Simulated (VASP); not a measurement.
Input:

```
YN
1.0
    0.00000     2.41101     2.41101
    2.41101     0.00000     2.41101
    2.41101     2.41101     0.00000
Y N
1 1
Direct
  0.00000   0.00000   0.00000
  0.50000   0.50000   0.50000
```

Computed with LDA (Ceperley-Alder, Perdew-Zunger), VASP's LDA PAW potentials (set 64) (plane waves; VASP 6.6.1). Numerical set-up: 520 eV cut-off, 13×13×13 Γ-centred mesh, first-order Methfessel-Paxton smearing of 0.10 eV, potentials Y_sv N.

Task: Give the energy at these volumes per atom, relative to the lowest: 13.18, 13.60, 14.02, 14.44, 14.86 Å³.

Result: 31.5, 7.4, 0.0, 6.9, 26.0 meV/atom. A third-order Birch-Murnaghan fit gives B0 = 181 GPa and B0′ = 4.1.

Measured: a 4.877 Å (computed value off by -1.1 %), as given by G. Soto et al., Computational Materials Science (2007), arXiv:cond-mat/0703568. The calculation is for a static lattice, while the measured a holds thermal and zero-point effects, which are part of the difference.

The compound is YN in the rock salt structure. It was relaxed first.
